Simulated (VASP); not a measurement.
Input:

```
IrNb
1.0
    2.87823     0.00000     0.00000
    0.00000     2.87823     0.00000
    0.00000     0.00000     3.87415
Nb Ir
1 1
Direct
  0.50000   0.50000   0.50000
  0.00000   0.00000   0.00000
```

Level of theory: LDA (Ceperley-Alder, Perdew-Zunger), VASP's LDA PAW potentials (set 64) (plane waves; VASP). Numerical set-up: 300 eV cut-off, 9×9×7 Γ-centred mesh, Fermi-Dirac smearing of 0.10 eV, potentials Nb_sv Ir.

Problem. Give the energies of bands 5 to 14 at the high-symmetry points, in eV from the Fermi level.

Solution. 
```
band      Γ      X      M      Z      R      A
----  -----  -----  -----  -----  -----  -----
5     -8.32  -4.83  -5.87  -6.25  -6.21  -4.48
6     -5.74  -3.38  -5.76  -4.54  -5.34  -3.48
7     -5.35  -3.37  -5.16  -4.44  -2.59  -3.37
8     -2.23  -3.18  -5.16  -2.38  -2.50  -3.37
9     -2.23  -1.75   1.25  -1.92  -2.35  -2.07
10    -0.88  -1.72   1.95  -1.34  -0.39  -2.07
11    -0.33  -1.49   2.82  -1.34   0.55  -1.27
12     1.48  -1.04   2.82  -0.10   1.26   1.26
13     3.85   1.12   4.12   1.01   1.50   2.47
14     4.30   2.57   4.20   1.73   3.47   5.76
```

It has no gap at this level: it comes out as a metal or semimetal.

The structure comes from a computed database's NbIr entry (P4/mmm); how it stands against other phases isn't given here. The cell was not relaxed at this level.
